**Question: what pressure belongs at the question mark?**

I am looking at calculated pressures for tungsten held at a series of fixed volumes:

Body-centred cubic tungsten at fixed volumes, computed with VASP 6.6.1 using spin-polarised PBE without spin–orbit coupling, the W_sv PAW potential (14 valence electrons) and a 520 eV plane-wave cutoff. The k mesh is 18×18×18, with Gaussian smearing of 0.1 eV. Positive pressure means compression.

| volume (Å³/atom) | shortest distance (Å) | pressure (GPa) |
| --- | --- | --- |
| 14.705 | 2.673 | 35.31 |
| 15.190 | 2.702 | ? |
| 15.675 | 2.731 | 9.97 |
| 16.160 | 2.759 | -0.01 |
| 16.645 | 2.786 | -8.50 |
| 17.129 | 2.813 | -15.70 |
| 17.614 | 2.839 | -21.82 |

Squeezing the crystal by 9 % takes 35.31 GPa, but stretching it by 9 % gives a pull of only 21.82 GPa. I had expected a solid to behave like a spring, with equal and opposite answers. Why is the curve lopsided? And can the reason be made sharp enough to say what pressure belongs at 15.190 Å³, with an honest error bar, before looking it up?

**Answer**

Start with what the known rows fix by themselves. At 16.160 Å³ the pressure is practically zero, so this is the volume that tungsten chooses in this calculation. Smaller cells push outwards. Larger ones pull inwards, which appears as negative pressure; the calculation simply holds them open, whether or not a real sample would survive such a pull.

The curve also flattens steadily as the volume grows. Between 15.675 and 16.160 Å³ the pressure drops by 20.6 GPa for each Å³ added, but over the last step by only 12.6. If this bend continues through the gap, the value at 15.190 Å³ must lie below the straight line joining its two neighbours, which passes through 22.64 GPa. It must also lie above the line through 15.675 and 16.160 Å³ extended to smaller volume, which reaches 19.95 GPa.

To narrow that bracket we need the cause of the bend. The known cells are all non-magnetic, metallic and body-centred cubic, and I assume the same at 15.190 Å³. One smooth energy curve should then describe the whole series.

**A spring in a shrinking box**

Pressure is minus the slope of the energy $E$ with volume $V$. In a uniformly scaled crystal all distances change in proportion, so the shortest one, $d$, fixes the whole geometry, and $V$ grows as $d^3$. The pressure is therefore

$$P=-\frac{dE}{dV}=-\frac{d}{3V}\,\frac{dE}{dd}.$$

This is a force along the distance, divided by an area that grows as $d^2$.

Suppose first that the force is that of an ideal spring, proportional to the change in distance. With $x=d/d_0$, where $d_0$ is the distance at zero pressure, the pressure is proportional to $(1-x)/x^2$. Even this perfect spring gives a lopsided curve. An equal change in volume alters the distance slightly more on squeezing than on stretching, and the force then acts on a smaller area.

That geometry isn't enough, however. For the two outermost rows the ideal spring makes the push 1.20 times the pull, whereas the table gives $35.31/21.82=1.62$. The remaining factor, $1.62/1.20=1.35$, means that the spring itself is stiffer in the squeezed crystal than in the stretched one.

**Why the spring stiffens**

Two tendencies balance at the preferred distance. The outer electrons, above all those in the 5d states, lower their energy by spreading over neighbouring atoms, and this draws the atoms together. Against it stands a repulsion: squeezed electrons gain kinetic energy, and the filled inner shells begin to overlap.

The repulsion has the shorter range. When the atoms approach, it rises faster than the attraction, so each further bit of shortening costs more force than the last. When they separate, the repulsion fades first and leaves a weaker restoring force. This is the standard explanation of anharmonic cohesion; the pressures show only the net stiffening, not the two contributions separately.

A simple binding curve with this behaviour is

$$E=-E_c(1+a)e^{-a},$$

where $E_c$ is the depth of the energy well and $a$ is the stretch $d-d_0$ divided by a characteristic length. Its slope is proportional to $a\,e^{-a}$: a spring force multiplied by an exponential that grows on compression and shrinks on expansion. Putting this force into the pressure formula gives the Vinet equation,

$$P=A\,\frac{1-x}{x^2}\,e^{s(1-x)}.$$

Here $A$ sets the stiffness at zero pressure and $s$ the rate of stiffening. I took the row at 16.160 Å³ as the zero of pressure and fitted both constants by least squares to the six known pressures. The result is $A=918$ GPa and $s=5.0$. In plain terms, the force per unit of displacement grows by about 5 % for every 1 % by which the distance shortens.

**The forecast, worked through**

At 15.190 Å³ the relative distance is $x=(15.190/16.160)^{1/3}=0.9796$, a shortening of about 2 %. The ideal-spring part is

$$918\times\frac{0.0204}{0.9796^2}\approx 19.5\ \text{GPa}.$$

The stiffening multiplies this by $e^{5.0\times0.0204}\approx1.11$ and brings it to about 21.6 GPa. The row being predicted took no part in the fit.

My forecast is therefore **21.6 GPa, with a range of 21.5 to 21.8 GPa**. The range is a judgement that allows for small misfits and for the choice of curve. The Birch-Murnaghan equation, another common form with two fitted constants, gives a value only 0.03 GPa lower. The error bar refers to what this calculation should return, not to a measurement.

The energies offer a check that doesn't depend on the Vinet curve. The energy difference between the two neighbouring cells, divided by their volume difference, gives a mean pressure of 22.09 GPa across the gap. On the known part of the series, such energy-based means lie 0.08 to 0.09 GPa above those from the directly computed pressures. The probable cause is Pulay stress, a small error in the computed pressure that comes from using a finite set of plane waves.

Subtracting 0.08 GPa leaves a mean of 22.01 GPa. Simpson's rule builds a mean from the two ends and four times the middle, so the middle value is

$$P\approx\frac{6\times22.01-35.31-9.97}{4}\approx21.7\ \text{GPa}.$$

This agrees with the forecast, and I leave the forecast as it stands.

**The computed value**

The withheld rows as computed:

| volume (Å³/atom) | shortest distance (Å) | pressure (GPa) |
| --- | --- | --- |
| 15.190 | 2.702 | 21.68 |

The calculation gives 21.68 GPa, inside the stated range. The Vinet curve is low by 0.05 GPa, or about 0.2 % of the computed pressure, and Birch-Murnaghan is low by 0.08 GPa. The bracket from the bend of the curve holds as well. The straight line between the neighbours, by contrast, is 0.96 GPa too high.

At the two neighbouring volumes the fit misses by less than 0.02 GPa, too little to reveal where the forecast's somewhat larger miss comes from. One possible cause is that a single stiffening constant has to serve both the squeezed and the stretched crystal, and needn't reproduce the exact shape of either side. The energy check needs no such constant and lands within about 0.01 GPa, closer than the rounded volumes entitle it to be.

**Using the curve**

For interpolation, the lesson is to keep the bend. A straight line across a gap of 6 % in volume overstates the pressure by about 4 % here, while a two-constant equation of state nearly removes the error. The fit also gives the bulk modulus, the resistance to a uniform squeeze: $A/3\approx306$ GPa at zero pressure.

The curve shouldn't be used to read a real sample's pressure from its measured volume. This density functional makes tungsten slightly too large, by roughly 2 % in volume as I recall. With a bulk modulus near 300 GPa, that shifts the pressure at a given volume by roughly 6 GPa, far more than the forecast's error bar. The shape of the curve is a safer guide than its absolute position.

The same reasoning carries over to tantalum, tungsten's neighbour in the periodic table, which has the same crystal structure. It has one valence electron fewer to fill bonding d states and is known to be softer, so an equal percentage squeeze should take less pressure. Its curve should still be steeper on the squeezed side, because both the shrinking area and the short-ranged repulsion remain. Stiffness sets the height of such a curve; geometry and stiffening set its bend.
